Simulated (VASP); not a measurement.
All values below come from PBE GGA, VASP's PBE PAW potentials (set 64) (plane waves; VASP).

VASP input:

### POSCAR
```
Ag
1
    0.0000000000     2.0450000000     2.0450000000
    2.0450000000     0.0000000000     2.0450000000
    2.0450000000     2.0450000000     0.0000000000
Ag
1
Direct
  0.0000000000   0.0000000000   0.0000000000
```

**INCAR**
```
SYSTEM = Ag
PREC = Accurate
ENCUT = 400
EDIFF = 1E-6
NELM = 100
ALGO = Normal
LREAL = .FALSE.
LASPH = .TRUE.
ISMEAR = 1
SIGMA = 0.1
GGA = PE
LMAXMIX = 4
LWAVE = .FALSE.
LCHARG = .FALSE.
IBRION = 2
ISIF = 3
NSW = 60
EDIFFG = -0.01
```

**KPOINTS**
```
Automatic mesh
0
Gamma
14 14 14
0 0 0
```

POTCAR, in this order: Ag (PBE.64 set). Program: vasp_std.

Energy and stress use the plane-wave basis of the starting cell.

### Question
Estimate the energy per atom (σ→0), volume per atom, band gap (on the k-mesh).

### Answer

| Quantity | Result |
|---|---|
| energy per atom (σ→0) | -2.715 eV/atom |
| band gap (on the k-mesh) | none (metal, semimetal or under 0.01 eV) |
| volume per atom | 17.71 Å³/atom |

**OSZICAR**
```
...
   4 F= -.27148881E+01 E0= -.27146558E+01  d E =-.695980E-02
       N       E                     dE             d eps       ncg     rms          rms(c)
DAV:   1    -0.271497043110E+01   -0.82425E-04   -0.13587E-03  1897   0.450E-01    0.565E-02
DAV:   2    -0.271489989473E+01    0.70536E-04   -0.33192E-04  1896   0.196E-01    0.175E-02
DAV:   3    -0.271489760097E+01    0.22938E-05   -0.26898E-06  1371   0.160E-02    0.116E-02
DAV:   4    -0.271489615765E+01    0.14433E-05   -0.55814E-07  1876   0.648E-03    0.509E-04
DAV:   5    -0.271489616839E+01   -0.10735E-07   -0.11328E-08   942   0.113E-03
   5 F= -.27148962E+01 E0= -.27146629E+01  d E =-.696784E-02
```

The compound is Ag in the fcc structure. This run relaxes it. Symmetry was kept, so distortions that lower it aren't found.
